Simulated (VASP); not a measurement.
All values below come from PBE GGA, VASP's PBE PAW potentials (set 64) (plane waves; VASP).

Input for VASP

**INCAR**
```
# general
SYSTEM   =  BN
PREC     =  Accurate
ENCUT    =  620
LREAL    =  .FALSE.
LASPH    =  .TRUE.

# electronic loop
EDIFF    =  1E-6
NELM     =  100
ALGO     =  Normal

# smearing
ISMEAR   =  0
SIGMA    =  0.05

# functional
GGA      =  PE

# ions
IBRION   =  2
NSW      =  40
ISIF     =  3
EDIFFG   =  -0.02
PSTRESS  =  450

# output
LWAVE    =  .FALSE.
LCHARG   =  .FALSE.
```

**POSCAR**
```
BN
1
    0.0000000000     1.7529487311     1.7529487311
    1.7529487311     0.0000000000     1.7529487311
    1.7529487311     1.7529487311    -0.0000000000
B N
1 1
Direct
  0.0000000000   0.0000000000   0.0000000000
  0.2500000000   0.2500000000   0.2500000000
```

### KPOINTS
```
K-points
0
G
 13 13 13
0 0 0
```

POTCAR, in this order: B N (PBE.64 set). Program: vasp_std.

Output

OSZICAR:
```
       N       E                     dE             d eps       ncg     rms          rms(c)
DAV:   1     0.151882898835E+02    0.15188E+02   -0.59180E+03  1360   0.117E+03
DAV:   2    -0.181683119637E+02   -0.33357E+02   -0.32403E+02  1824   0.220E+02
DAV:   3    -0.184289910420E+02   -0.26068E+00   -0.26068E+00  1624   0.220E+01
DAV:   4    -0.184292047090E+02   -0.21367E-03   -0.21367E-03  1800   0.570E-01
DAV:   5    -0.184292048032E+02   -0.94216E-07   -0.94216E-07  1544   0.943E-03    0.724E+00
DAV:   6    -0.174286135238E+02    0.10006E+01   -0.33502E+00  1808   0.150E+01    0.361E+00
DAV:   7    -0.173222775872E+02    0.10634E+00   -0.15073E-01  1808   0.383E+00    0.202E+00
DAV:   8    -0.173050941459E+02    0.17183E-01   -0.46463E-02  1544   0.204E+00    0.244E-01
DAV:   9    -0.173053536306E+02   -0.25948E-03   -0.49129E-04  1416   0.272E-01    0.841E-02
DAV:  10    -0.173054188817E+02   -0.65251E-04   -0.12396E-04  1920   0.119E-01    0.168E-02
DAV:  11    -0.173054226415E+02   -0.37598E-05   -0.43335E-06  1480   0.235E-02    0.559E-03
DAV:  12    -0.173054227645E+02   -0.12301E-06   -0.60610E-07   696   0.783E-03
   1 F= -.14279627E+02 E0= -.14279627E+02  d E =-.142796E+02
```

### OUTCAR
```
------------------------ aborting loop because EDIFF is reached ----------------------------------------
  FORCE on cell =-STRESS in cart. coord.  units (eV):
  Direction    XX          YY          ZZ          XY          YZ          ZX
  --------------------------------------------------------------------------------------
  Total        3.0139668      3.0139668      3.0139668     -0.0000000     -0.0000000      0.0000000
  in kB      448.2408276    448.2408276    448.2408276     -0.0000000     -0.0000000      0.0000000
  external PRESSURE =      -1.7591724 kB  Pullay stress =     450.0000000 kB
  volume of cell :       10.77
      direct lattice vectors                 reciprocal lattice vectors
     0.000000000  1.752948731  1.752948731    -0.285233670  0.285233670  0.285233670
     1.752948731  0.000000000  1.752948731     0.285233670 -0.285233670  0.285233670
     1.752948731  1.752948731  0.000000000     0.285233670  0.285233670 -0.285233670
  FREE ENERGIE OF THE ION-ELECTRON SYSTEM (eV)
  ---------------------------------------------------
  free  energy   TOTEN  =       -17.3054227645 eV

  energy  without entropy=      -17.3054227645  energy(sigma->0) =      -17.30542276
  enthalpy is  TOTEN    =       -14.2796272820 eV   P V=        3.0257954825

 reached required accuracy - stopping structural energy minimisation
```
(Selected blocks of OUTCAR.)

The compound is BN in the zinc blende structure. It was relaxed first under an external pressure of 45 GPa.
